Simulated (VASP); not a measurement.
# CaVC2O6 (R-3) in VASP: single point with PBEsol

Aim: the single point of CaVC2O6 with PBEsol.

All numbers are computed with VASP 6.6.1; they aren't measurements. Logs are shortened: lines on timing, memory, paths and dates and some standing lists are left out, and cuts for length are marked.

### Step 1. Starting point

It takes space group R-3 (No. 148, trigonal). Conventional cell: a = 4.843 Å, b = 4.843 Å, c = 16.115 Å, α = 90.00°, β = 90.00°, γ = 120.00°. Around Ca (site symmetry -3) lie 6 O at 2.40 Å. Around V (site symmetry -3) lie 6 O at 2.10 Å. C (site symmetry 3) has 3 O at 1.29 Å as nearest neighbours. O (site symmetry 1) has 1 C at 1.29 Å as nearest neighbours.

The cell was built by a generator and needn't be a form met in nature.

### Step 2. Single point, PBEsol

Contents of INCAR:

```
SYSTEM = CaVC2O6
PREC = Accurate
ENCUT = 520
EDIFF = 1E-6
ISMEAR = -1
SIGMA = 0.1
LREAL = .FALSE.
LASPH = .TRUE.
NELM = 100
ALGO = Fast
ISIF = 2
LWAVE = .FALSE.
LCHARG = .FALSE.
GGA = PS
NBANDS = 44
```

Contents of KPOINTS:

```
regular mesh
0
G
  6 6 6
  0 0 0
```

Contents of POSCAR:

```
CaVC2O6
1.0
    4.8425835500      0.0000000000      0.0000000000
   -2.4212917800      4.1938004500      0.0000000000
   -2.4212917800      1.3979297600      5.3715745300
Ca V C O
1 1 2 6
Direct
    0.0000000000      0.0000000000      0.0000000000
    0.5000000000      0.5000000000      0.5000000000
    0.7577000000      0.2423000000      0.2731000000
    0.2423000000      0.7577000000      0.7269000000
    0.0389000000      0.2790000000      0.2680000000
    0.7210000000      0.4919000000      0.2680000000
    0.5081000000      0.9611000000      0.2680000000
    0.9611000000      0.7210000000      0.7320000000
    0.2790000000      0.5081000000      0.7320000000
    0.4919000000      0.0389000000      0.7320000000
```

Potentials or basis: VASP PAW PBE potentials, release 64 (Ca_sv, V_sv, C, O).

Command:

```console
$ cat potpaw_PBE.64/Ca_sv/POTCAR potpaw_PBE.64/V_sv/POTCAR potpaw_PBE.64/C/POTCAR potpaw_PBE.64/O/POTCAR > POTCAR
$ mpirun -np 1 vasp_std > vasp.out
```

OUTCAR:

```text
SYSTEM = CaVC2O6
   PREC = Accurate
   ENCUT = 520
   EDIFF = 1E-6
   ISMEAR = -1
   LREAL = .FALSE.
   LASPH = .TRUE.
   NELM = 100
   ISIF = 2
   GGA = PS

 ion  position               nearest neighbor table
   1  0.000  0.000  0.000-   5 2.40   8 2.40   7 2.40  10 2.40   6 2.40   9 2.40
   2  0.500  0.500  0.500-   5 2.10   8 2.10   6 2.10   9 2.10   7 2.10  10 2.10
   3  0.758  0.242  0.273-   7 1.29   5 1.29   6 1.29
   4  0.242  0.758  0.727-  10 1.29   8 1.29   9 1.29
   5  0.039  0.279  0.268-   3 1.29   2 2.10   1 2.40
   6  0.721  0.492  0.268-   3 1.29   2 2.10   1 2.40
   7  0.508  0.961  0.268-   3 1.29   2 2.10   1 2.40
   8  0.961  0.721  0.732-   4 1.29   2 2.10   1 2.40
   9  0.279  0.508  0.732-   4 1.29   2 2.10   1 2.40
  10  0.492  0.039  0.732-   4 1.29   2 2.10   1 2.40

  LATTYP: Found a trigonal (rhomboedric) cell.
 ALAT       =     6.0556316252
 COS(alpha) =     0.6802538293

  Lattice vectors:

 A1 = (   2.4212917700,   1.3979297600,   5.3715745300)
 A2 = (  -2.4212917800,   1.3979297600,   5.3715745300)
 A3 = (   0.0000000000,  -2.7958706900,   5.3715745300)

Analysis of symmetry for initial positions (statically):
=====================================================================
 Subroutine PRICEL returns:
 Original cell was already a primitive cell.

 Routine SETGRP: Setting up the symmetry group for a
 trigonal (rhombohedral) supercell.

 Subroutine GETGRP returns: Found  6 space group operations
 (whereof  6 operations were pure point group operations)
 out of a pool of 12 trial point group operations.

The static configuration has the point symmetry S_6 .

Analysis of symmetry for dynamics (positions and initial velocities):
=====================================================================
 Subroutine PRICEL returns:
 Original cell was already a primitive cell.

 Routine SETGRP: Setting up the symmetry group for a
 trigonal (rhombohedral) supercell.

 Subroutine GETGRP returns: Found  6 space group operations
 (whereof  6 operations were pure point group operations)
 out of a pool of 12 trial point group operations.

The dynamic configuration has the point symmetry S_6 .

 Subroutine INISYM returns: Found  6 space group operations
 (whereof  6 operations are pure point group operations),
 and found     1 'primitive' translations

----------------------------------------------------------------------------------------

                                     Primitive cell

  volume of cell :     109.0904

  direct lattice vectors                    reciprocal lattice vectors
     4.842583550  0.000000000  0.000000000     0.206501342  0.119223603  0.062055134
    -2.421291780  4.193800450  0.000000000     0.000000000  0.238447206 -0.062054886
    -2.421291780  1.397929760  5.371574530     0.000000000  0.000000000  0.186165154

  length of vectors
     4.842583550  4.842583618  6.055631629     0.246389755  0.246389689  0.186165154

  position of ions in fractional coordinates (direct lattice)
     0.000000000  0.000000000  0.000000000
     0.500000000  0.500000000  0.500000000
     0.757700000  0.242300000  0.273100000
     0.242300000  0.757700000  0.726900000
     0.038900000  0.279000000  0.268000000
     0.721000000  0.491900000  0.268000000
     0.508100000  0.961100000  0.268000000
     0.961100000  0.721000000  0.732000000
     0.279000000  0.508100000  0.732000000
     0.491900000  0.038900000  0.732000000

  ion indices of the primitive-cell ions
   primitive index   ion index
                 1           1
                 2           2
                 3           3
                 4           4
                 5           5
                 6           6
                 7           7
                 8           8
                 9           9
                10          10

----------------------------------------------------------------------------------------

 KPOINTS: regular mesh

Automatic generation of k-mesh.
 Grid dimensions read from file:
 generate k-points for:    6    6    6

 Generating k-lattice:

  Cartesian coordinates                     Fractional coordinates (reciprocal lattice)
     0.034416890  0.019870601  0.010342522     0.166666667  0.000000000  0.000000000
     0.000000000  0.039741201 -0.010342481     0.000000000  0.166666667  0.000000000
     0.000000000  0.000000000  0.031027526     0.000000000  0.000000000  0.166666667

  Length of vectors
     0.041064959  0.041064948  0.031027526

  Shift w.r.t. Gamma in fractional coordinates (k-lattice)
     0.000000000  0.000000000  0.000000000

 Subroutine IBZKPT returns following result:
 ===========================================

 Found     40 irreducible k-points:

 Following reciprocal coordinates:
            Coordinates               Weight
  0.000000  0.000000  0.000000      1.000000
  0.166667  0.000000 -0.000000      6.000000
  0.333333  0.000000  0.000000      6.000000
  0.500000  0.000000  0.000000      3.000000
  0.166667  0.166667 -0.000000      6.000000
  0.333333  0.166667  0.000000      6.000000
[... 16 lines left out ...]
  0.166667  0.333333  0.166667      6.000000
  0.333333  0.166667 -0.166667      6.000000
 [... further k-points ...]
   k-points           NKPTS =     40   k-points in BZ     NKDIM =     40   number of bands    NBANDS=     44
   number of dos      NEDOS =    301   number of ions     NIONS =     10
   total plane-waves  NPLWV =  62208
   dimension x,y,z NGX =    36 NGY =   36 NGZ =   48
   dimension x,y,z NGXF=    72 NGYF=   72 NGZF=   96
   ions per type =               1   1   2   6
   NGX,Y,Z   is equivalent  to a cutoff of  12.36, 12.36, 13.18 a.u.
   NGXF,Y,Z  is equivalent  to a cutoff of  24.72, 24.72, 26.35 a.u.
 SYSTEM =  CaVC2O6
   PREC   = accura    normal or accurate (medium, high low for compatibility)
   ISTART =      0    job   : 0-new  1-cont  2-samecut
   ICHARG =      2    charge: 1-file 2-atom 10-const
   ISPIN  =      1    spin polarized calculation?
   LNONCOLLINEAR =      F non collinear calculations
   LSORBIT =      F    spin-orbit coupling
   LASPH  =      T    aspherical Exc in radial PAW
   ENCUT  =  520.0 eV  38.22 Ry    6.18 a.u.   9.00  9.00 11.26*2*pi/ulx,y,z
   NELM   =    100;   NELMIN=  2; NELMDL= -5     # of ELM steps
   EDIFF  = 0.1E-05   stopping-criterion for ELM
   LREAL  =      F    real-space projection
   EDIFFG = 0.1E-04   stopping-criterion for IOM
   NSW    =      0    number of steps for IOM
   IBRION =     -1    ionic relax: 0-MD 1-quasi-New 2-CG
   NFREE  =      0    steps in history (QN), initial steepest desc. (CG)
   ISIF   =      2    stress and relaxation
   ISYM   =      2    0-nonsym 1-usesym 2-fastsym
   POTIM  = 0.5000    time-step for ionic-motion
   TEBEG  =    0.0;   TEEND  =   0.0 temperature during run
   PSTRESS=    0.0 pullay stress
   NELECT =      67.0000    total number of electrons
   NUPDOWN=      -1.0000    fix difference up-down
   EMIN   =  10.00;   EMAX   =-10.00  energy-range for DOS
   EFERMI =   0.00;   METHOD = LEGACY
   ISMEAR =    -1;   SIGMA  =   0.10  broadening in eV -4-tet -1-fermi 0-gaus
   EFERMI_NEDOS =   21; number of points for ismear=-14 and -15
   IALGO  =     68    algorithm
   IMIX   =      4    mixing-type and parameters
     AMIX     =   0.40;   BMIX     =  1.00
     AMIX_MAG =   1.60;   BMIX_MAG =  1.00
  volume/ion in A,a.u.               =      10.91        73.62
  Fermi-wavevector in a.u.,A,eV,Ry     =   1.391567  2.629681 26.347138  1.936460
  Thomas-Fermi vector in A             =   2.515394
   LORBIT       =      0    0 simple, 1 ext, 2 COOP (PROOUT), +10 PAW based schemes
   GGA     = PS    functional components
   LHFCALC =     F    Hartree Fock is set to
   AEXX    =    0.0000 exact exchange contribution
   IVDW    =     0    specifies the selected vdW correction
   LEPSILON=     F    determine dielectric tensor
   LRPA    =     F    only Hartree local field effects (RPA)
 non-spin polarized calculation
 RMM-DIIS sequential band-by-band and
  energy-cutoff  :      520.00
  volume of cell :      109.09
 maximum number of plane-waves:      2960
   NGX = 17   NGY = 17   NGZ = 23

 number of electron      66.9999988 magnetization

 Free energy of the ion-electron system (eV)
  ---------------------------------------------------
  ext. energy  EPLUGINS =         0.00000000
  ---------------------------------------------------
  free energy    TOTEN  =       -80.24808412 eV

  energy without entropy =      -79.92006717  energy(sigma->0) =      -80.08407564

 E-fermi :   6.1215     XC(G=0): -10.6105

 val. band max:        6.1213947278   @ k =  -0.3333   0.1667  -0.0000
 cond. band min:       6.1333694936   @ k =   0.5000   0.1667  -0.1667
 fundamental gap:      0.0119747658
 Fermi energy:         6.1214886836

 k-point     1 :       0.0000    0.0000    0.0000
  band No.  band energies     occupation
      1     -58.5914      2.00000
      2     -35.8547      2.00000
      3     -32.6755      2.00000
      4     -32.5745      2.00000
      5     -32.5745      2.00000
      6     -19.7916      2.00000
[... 36 lines left out ...]
     43       9.4197      0.00000
     44      10.8857      0.00000

 k-point     2 :       0.1667    0.0000   -0.0000
  band No.  band energies     occupation
      1     -58.5914      2.00000
      2     -35.8544      2.00000
      3     -32.6754      2.00000
      4     -32.5751      2.00000
      5     -32.5747      2.00000
      6     -19.7677      2.00000
[... 36 lines left out ...]
     43       9.3586      0.00000
     44      10.8499      0.00000

 k-point     3 :       0.3333    0.0000    0.0000
  band No.  band energies     occupation
      1     -58.5914      2.00000
      2     -35.8539      2.00000
      3     -32.6751      2.00000
      4     -32.5761      2.00000
      5     -32.5749      2.00000
      6     -19.7017      2.00000
[... 36 lines left out ...]
     43       9.4880      0.00000
     44      10.9009      0.00000

 k-point     4 :       0.5000    0.0000    0.0000
  band No.  band energies     occupation
      1     -58.5914      2.00000
      2     -35.8537      2.00000
      3     -32.6749      2.00000
      4     -32.5766      2.00000
      5     -32.5750      2.00000
      6     -19.6551      2.00000
[... 882 lines left out ...]
     43       9.3223      0.00000
     44      10.8081      0.00000

 k-point    23 :       0.1667    0.3333    0.1667
  band No.  band energies     occupation
      1     -58.5914      2.00000
      2     -35.8537      2.00000
      3     -32.6749      2.00000
      4     -32.5763      2.00000
      5     -32.5753      2.00000
      6     -19.6713      2.00000
[... 36 lines left out ...]
     43      10.0209      0.00000
     44      10.7586      0.00000

 k-point    24 :       0.3333    0.1667   -0.1667
  band No.  band energies     occupation
      1     -58.5914      2.00000
      2     -35.8537      2.00000
      3     -32.6749      2.00000
      4     -32.5763      2.00000
      5     -32.5753      2.00000
      6     -19.6707      2.00000
[... 36 lines left out ...]
     43       9.7793      0.00000
     44      11.0008      0.00000

 [... further k-points ...]

------------------------ aborting loop because EDIFF is reached ----------------------------------------

  FORCE on cell =-STRESS in cart. coord.  units (eV):
  Direction    XX          YY          ZZ          XY          YZ          ZX
  --------------------------------------------------------------------------------------
  -------------------------------------------------------------------------------------
  Total       -0.1095963     -0.1095963     -3.6300637     -0.0000005      0.0000025      0.0000000
  in kB       -1.6096068     -1.6096069    -53.3136411     -0.0000079      0.0000370      0.0000000
  external PRESSURE =     -18.8442849 kB  Pullay stress =       0.0000000 kB

 VOLUME and BASIS-vectors are now :
 -----------------------------------------------------------------------------
  energy-cutoff  :      520.00
  volume of cell :      109.09
      direct lattice vectors                 reciprocal lattice vectors
     4.842583550  0.000000000  0.000000000     0.206501342  0.119223603  0.062055134
    -2.421291780  4.193800450  0.000000000     0.000000000  0.238447206 -0.062054886
    -2.421291780  1.397929760  5.371574530     0.000000000  0.000000000  0.186165154

 POSITION                                       TOTAL-FORCE (eV/Angst)
 -----------------------------------------------------------------------------------
      0.00000      0.00000      0.00000         0.000000     -0.000000      0.000000
     -0.00000      2.79587      2.68579         0.000000     -0.000000      0.000000
      2.42129      1.39793      1.46698         0.000000      0.000000     -0.420610
     -2.42129      4.19380      3.90460        -0.000000     -0.000000      0.420610
     -1.13607      1.54472      1.43958         0.671849      0.096050      0.389775
      1.65156      2.43758      1.43958        -0.419106      0.533813      0.389775
     -0.51549      4.40531      1.43958        -0.252743     -0.629864      0.389775
      1.13607      4.04701      3.93199        -0.671849     -0.096050     -0.389775
     -1.65156      3.15415      3.93199         0.419106     -0.533813     -0.389775
      0.51549      1.18642      3.93199         0.252743      0.629864     -0.389775
 -----------------------------------------------------------------------------------
    total drift:                                0.000000      0.000000     -0.000000

  FREE ENERGIE OF THE ION-ELECTRON SYSTEM (eV)
  ---------------------------------------------------
  free  energy   TOTEN  =       -80.2480841170 eV

  energy  without entropy=      -79.9200671658  energy(sigma->0) =      -80.08407564
```

Run time: 6.2 min. Hardware: 1 thread of Intel Xeon Platinum 8488C (Sapphire Rapids), shared host; peak memory 0.35 GiB.

What came out:

| Item | Value |
| --- | --- |
| Free energy | -80.2481 eV |
| Pressure | -1.9 GPa |
| Largest force | 0.783 eV/Å |
| Band gap on the k mesh | none (metal or under the smearing width) |

Forces on the atoms (eV/Å):
```
Ca   0.000  0.000  0.000
V    0.000  0.000  0.000
C    0.000  0.000 -0.421
C    0.000  0.000  0.421
O    0.672  0.096  0.390
O   -0.419  0.534  0.390
O   -0.253 -0.630  0.390
O   -0.672 -0.096 -0.390
O    0.419 -0.534 -0.390
O    0.253  0.630 -0.390
```

Stress tensor (GPa, compression positive):
```
-0.16  0.00  0.00
 0.00 -0.16  0.00
 0.00  0.00 -5.33
```

Caveat: the PAW data sets were made with another functional, which shifts forces and pressure a little; an odd number of electrons without spin polarisation forces a metal; a magnetic or distorted state may lie lower; the run has no spin polarisation, though such a crystal can be magnetic; semilocal functionals often make such compounds metallic where correlation or magnetic order opens a gap, which also shifts bond lengths. With open d or f shells a metallic result of PBEsol can be an artefact of self-interaction; +U or a hybrid may open a gap.
